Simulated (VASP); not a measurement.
Data:

```
FeNi3
1.0
    3.55149     0.00000     0.00000
    0.00000     3.51222     0.00000
    0.00000     0.00000     3.61517
Fe Ni
1 3
Direct
  0.00000   0.00000   0.00000
  0.00000   0.50000   0.50000
  0.50000   0.00000   0.50000
  0.51641   0.50000   0.00000
```
Starting moments (μB, in the order of the record's atoms Fe Ni Ni Ni): 3.0 0.7 0.7 0.7.

Computed with revPBE GGA, VASP's PBE PAW potentials (set 64) (plane waves; VASP 6.6.1). Settings: 400 eV cut-off, 8×8×8 Γ-centred mesh, first-order Methfessel-Paxton smearing of 0.10 eV, potentials Fe Ni.

Task: Which forces act on the atoms, in eV/Å?

Result: 
```
atom      Fx     Fy     Fz
----  ------  -----  -----
Fe1    0.214  0.000  0.000
Ni2    0.216  0.000  0.000
Ni3    0.024  0.000  0.000
Ni4   -0.454  0.000  0.000
```

Task: Give the stress tensor in GPa (positive for a compressed cell).

Result: 
```
 1.97   0.00   0.00
 0.00   2.96   0.00
 0.00   0.00  -0.26
```
The pressure is its mean diagonal, 1.56 GPa.

The compound is Ni3Fe in the L1_2 structure. The cell was not relaxed at this level, atoms are displaced from their ideal sites. The run is one of a series of settings (GGA = RE against the base run), some of them coarse on purpose.
